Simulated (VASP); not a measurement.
Given:

```
CELL_PARAMETERS angstrom
      0.00000     2.22649     2.22649
      2.22649     0.00000     2.22649
      2.22649     2.22649     0.00000
ATOMIC_POSITIONS crystal
  Al 0.00000 0.00000 0.00000
  N  0.25000 0.25000 0.25000
```

Level of theory: PBE GGA with D4 dispersion, VASP's PBE PAW potentials (set 64) (plane waves; VASP). Settings: 520 eV cut-off, 10×10×10 Γ-centred mesh, Gaussian smearing of 0.050 eV, potentials Al N.

Problem. Predict the energy per atom (σ→0), pressure, band gap (on the k-mesh) with the smallest direct gap where there is one.

Solution. 
The band gap (on the k-mesh) is 3.29 eV, the smallest direct gap (on the k-mesh) is 3.69 eV and the energy per atom (σ→0) is -7.707 eV/atom. The pressure is -10.53 GPa.

Total energies compare only between runs with the same potentials, cut-off and functional.

The compound is AlN in the zinc blende structure, a metastable form; wurtzite is the usual one. This cell is one point of a volume scan, at 1.06 of the reference volume.
